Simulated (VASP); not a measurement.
RuS:

```xyz
2
Lattice="0.0000 2.5468 2.5468 2.5468 0.0000 2.5468 2.5468 2.5468 0.0000" Properties=species:S:1:pos:R:3 pbc="T T T"
Ru    2.5468    2.5468    2.5468
S     0.0000    0.0000    0.0000
```

The cell comes from a database or a generator and needn't be the stable form of this composition.

Program: VASP 6.6.1. Alike in all runs: task single point; spin collinear, ferromagnetic start; cell as given; k mesh 6 × 6 × 6; cutoff (eV) 520; smearing gaussian 0.05 eV.

Task: Order these runs on this cell by their pressure, lowest first.
A. level r2SCAN+U; potentials or basis VASP PAW PBE potentials, release 64 (Ru_pv, S); U Ru d U = 6 eV
B. level LDA+U; potentials or basis VASP PAW LDA potentials, release 64 (Ru_pv, S); U Ru d U = 2 eV; fixed moment (μB) 0
C. level LDA+U; potentials or basis VASP PAW LDA potentials, release 64 (Ru_pv, S); U Ru d U = 4 eV; fixed moment (μB) 4

Result: B (-21.7 GPa), C (7.2 GPa), A (15.8 GPa).

Caveats: the total moment is fixed, so each spin has its own Fermi level (some runs); the PAW data sets were made with another functional, which shifts forces and pressure a little (some runs); the moment is held away from its start (some runs).
